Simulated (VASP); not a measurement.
A run of VASP 6.6.1:

Contents of INCAR:

```
SYSTEM = YBRh3
ALGO = Normal
EDIFF = 1E-7
EDIFFG = -0.005
ENCUT = 600
IBRION = 2
ISIF = 3
ISMEAR = 1
KPAR = 2
LASPH = .True.
LCHARG = .False.
LMIXTAU = .True.
LREAL = .False.
LWAVE = .False.
METAGGA = R2SCAN
NELM = 80
NSW = 90
PREC = Accurate
SIGMA = 0.1
```

Contents of KPOINTS:

```
k-points
0
Gamma
  10 10 10
  0 0 0
```

File POSCAR:

```
YBRh3                                   
1.0
    4.1777709030      0.0000000000      0.0000000000
   -0.0000000000      4.1777709030      0.0000000000
    0.0000000000     -0.0000000000      4.1777709030
  Y               B               Rh            
     1     1     3
Direct
     0.0000000000000000    0.0000000000000000    0.0000000000000000
     0.5000000000000000    0.5000000000000000    0.5000000000000000
     0.0000000000000000    0.5000000000000000    0.5000000000000000
     0.5000000000000000    0.0000000000000000    0.5000000000000000
     0.5000000000000000    0.5000000000000000    0.0000000000000000
```

Potentials or basis: VASP PAW PBE potentials, release 64 (Y_sv, B, Rh_pv).

The run is started by

```sh
$ cat potpaw_PBE.64/Y_sv/POTCAR potpaw_PBE.64/B/POTCAR potpaw_PBE.64/Rh_pv/POTCAR > POTCAR
$ mpirun -np 2 vasp_std > vasp.out
```

Hardware: 2 MPI ranks on Intel(R) Xeon(R) Platinum 8559C (Emerald Rapids), with other jobs on the host.

Question: How long does it take, and how much memory?

Answer: It took 4 min on 2 MPI ranks on Intel(R) Xeon(R) Platinum 8559C (Emerald Rapids) (shared host), peak memory 0.33 GiB a rank. Counts: scf iterations 20, k points 56, ion steps 1.
